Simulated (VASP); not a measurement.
**YTe (relaxed from the zinc blende structure, space group F-43m): computed properties**

Method: PBEsol GGA, VASP's PBE PAW potentials (set 64) (plane waves; VASP).

```yaml
space_group: F-43m (216)
cell: a = b = c = 6.775 Å, α = β = γ = 90.00°
volume_per_atom: 38.87 Å³/atom
band gap (over mesh and band path): none (metal, semimetal or under 0.01 eV)
density: 4.62 g/cm³
```

```xyz
2
Lattice="0.0000 3.3875 3.3875 3.3875 0.0000 3.3875 3.3875 3.3875 0.0000" Properties=species:S:1:pos:R:3 pbc="T T T"
Y      0.0000     0.0000     0.0000
Te     1.6937     1.6937     1.6937
```

Unless said otherwise, spin-orbit coupling is left out, though it shifts the bands of the heavy elements here.

The structure was generated: YTe was put into the zinc blende type (F-43m), which need not be its known phase. It was relaxed first, which changed the volume by -28 %. Symmetry was kept, so distortions that lower it aren't found. The electron count is odd and the run is not spin-polarised, which forces a metal.
